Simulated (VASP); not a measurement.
A VASP calculation is set up with these files.

KPOINTS:
```
Automatic mesh
0
Gamma
10 10 10
0 0 0
```

File POSCAR:
```
NaF
1
    0.0000000000     2.3577793068     2.3577793068
    2.3577793068     0.0000000000     2.3577793068
    2.3577793068     2.3577793068     0.0000000000
Na F
1 1
Direct
  0.0000000000   0.0000000000   0.0000000000
  0.5000000000   0.5000000000   0.5000000000
```

INCAR:
```
LREAL = F   # projection in real space or not
LCHARG = F
ALGO = Normal   # blocked Davidson
LASPH = T
SIGMA = 0.05   # width (eV)
PREC = Accurate
GGA = PE   # PBE
EDIFF = 1E-7   # SCF stop (eV)
LWAVE = F
NELM = 100
ISMEAR = 0   # Gaussian
SYSTEM = NaF
ISIF = 2   # forces and stress, cell fixed
ENCUT = 600   # plane-wave cut-off (eV)
```

POTCAR, in this order: Na_pv F (PBE.64 set). Program: vasp_std.

Problem. Write an equivalent input for Quantum ESPRESSO's pw.x.

Solution. One equivalent input (not run):
```
&CONTROL
  calculation = 'scf'
  pseudo_dir = './pseudo'
  outdir = './out'
  tprnfor = .true.
  tstress = .true.
/
&SYSTEM
  ibrav = 0
  nat = 2
  ntyp = 2
  ecutwfc = 88
  occupations = 'smearing'
  smearing = 'gaussian'
  degauss = 0.003675
  input_dft = 'pbe'
/
&ELECTRONS
  conv_thr = 7.3e-09
  electron_maxstep = 100
/
ATOMIC_SPECIES
  Na 22.990 Na.upf
  F 18.998 F.upf
CELL_PARAMETERS angstrom
     0.0000000    2.3577793    2.3577793
     2.3577793    0.0000000    2.3577793
     2.3577793    2.3577793    0.0000000
ATOMIC_POSITIONS crystal
  Na   0.0000000  0.0000000  0.0000000
  F    0.5000000  0.5000000  0.5000000
K_POINTS automatic
  10 10 10 0 0 0
```
The two are equivalent in intent, not identical: the potentials are each code's own (VASP's PAW set, PseudoDojo norm-conserving files in pw.x), so ENCUT and ecutwfc are chosen apart and not converted; conv_thr bounds pw.x's estimated SCF error, while EDIFF bounds the energy change between steps.

The compound is NaF in the rock salt structure. This cell was strained or had an atom moved on purpose.
